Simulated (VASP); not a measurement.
# Ni (fcc): computed properties

Level of theory: r2SCAN meta-GGA, VASP's PBE PAW potentials (set 64) (plane waves; VASP).

* **space group**: Fm-3m (225)
* **cell**: a = b = c = 3.476 Å, α = β = γ = 90.00°
* **volume per atom**: 10.50 Å³/atom
* **band gap (over mesh and band path)**: none (metal, semimetal or under 0.01 eV)
* **cell moment**: 0.71 μB
* **band gap with spin-orbit coupling**: none (metallic)
* **density**: 9.28 g/cm³

```cif
data_Ni
_chemical_formula_sum 'Ni1'
_space_group_name_H-M_alt 'P 1'
_space_group_IT_number 1
_cell_length_a 2.45809
_cell_length_b 2.45809
_cell_length_c 2.45809
_cell_angle_alpha 60.000
_cell_angle_beta 60.000
_cell_angle_gamma 60.000
loop_
_space_group_symop_operation_xyz
  'x, y, z'
loop_
_atom_site_label
_atom_site_type_symbol
_atom_site_fract_x
_atom_site_fract_y
_atom_site_fract_z
_atom_site_occupancy
Ni1 Ni 0.00000 0.00000 0.00000 1
```
Starting moments (μB, in the order of the record's atoms Ni): 0.8.

Measured: a 3.508 Å at 0 K (computed value off by -0.9 %), as given by Daniel Mejia-Rodriguez et al., Physical Review B (2018), arXiv:1807.09216 [static lattice: zero-point anharmonic expansion removed].

The compound is Ni in the fcc structure. It was relaxed first. Symmetry was kept, so distortions that lower it aren't found.
